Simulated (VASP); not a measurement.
Consider the following.

```
CELL_PARAMETERS angstrom
      0.00000     2.89566     2.89566
      2.89566     0.00000     2.89566
      2.89566     2.89566     0.00000
ATOMIC_POSITIONS crystal
  Ti 0.00000 0.00000 0.00000
  Si 0.25000 0.25000 0.25000
```

Calculation: r2SCAN meta-GGA, VASP's PBE PAW potentials (set 64) (plane waves; VASP). Run with 400 eV cut-off, 9×9×9 Γ-centred mesh, tetrahedra with Blöchl corrections, potentials Ti_sv Si.

Question: Predict the energy per atom (σ→0), band gap (over mesh and band path) with the smallest direct gap where there is one.

Answer: 
* **band gap (over mesh and band path)**: 0.34 eV
* **smallest direct gap (over mesh and band path)**: 0.37 eV
* **energy per atom (σ→0)**: -10.295 eV/atom

Total energies compare only between runs with the same potentials, cut-off and functional.

The structure was generated: TiSi was put into the zinc blende type (F-43m), which need not be its known phase. It was relaxed first, which changed the volume by -21 %.
